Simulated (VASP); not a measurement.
Here is the system:

```
BaTiO3
1.0
    4.00094     0.00000     0.00000
    0.00000     4.00094     0.00000
    0.00000     0.00000     4.37983
Ba Ti O
1 1 3
Direct
  0.00000   0.00000   0.02009
  0.50000   0.50000   0.53720
  0.50000   0.50000   0.94823
  0.00000   0.50000   0.47924
  0.50000   0.00000   0.47924
```

The numbers are results of revPBE GGA, VASP's PBE PAW potentials (set 64) (plane waves; VASP), not measurements. Numerical set-up: 520 eV cut-off, Gaussian smearing of 0.050 eV, potentials Ba_sv Ti_sv O.

Unless said otherwise, spin-orbit coupling is left out, though it shifts the bands of the heavy elements here.

### Question
Give the energies of bands 12 to 23 at the high-symmetry points, in eV from the valence-band maximum.

### Answer

| band | Γ | X | M | Z | R | A |
|---|---|---|---|---|---|---|
| 12 | -2.75 | -4.03 | -4.38 | -3.94 | -4.17 | -4.43 |
| 13 | -2.55 | -2.91 | -4.02 | -2.83 | -4.05 | -3.77 |
| 14 | -2.55 | -2.90 | -3.78 | -2.83 | -3.65 | -3.65 |
| 15 | -2.02 | -2.88 | -3.10 | -2.31 | -3.07 | -2.96 |
| 16 | -2.02 | -2.00 | -3.10 | -2.31 | -2.49 | -2.77 |
| 17 | -1.42 | -1.94 | -2.26 | -2.14 | -1.96 | -2.77 |
| 18 | -1.35 | -1.90 | -1.25 | -1.96 | -1.38 | -0.71 |
| 19 | -0.65 | -1.72 | -1.25 | -0.75 | -1.22 | -0.71 |
| 20 | -0.65 | -1.67 | -0.04 | -0.75 | -0.75 | 0.00 |
| 21 | 1.77 | 2.64 | 3.44 | 1.87 | 3.30 | 3.69 |
| 22 | 2.61 | 3.27 | 3.44 | 3.29 | 3.34 | 3.69 |
| 23 | 2.61 | 3.40 | 3.62 | 3.29 | 3.46 | 3.87 |

The gap is indirect, 1.78 eV, from the valence maximum at A to the conduction minimum at Γ.

The compound is BaTiO3 in the tetragonal perovskite structure. It was relaxed first, which changed the volume by +9 %.
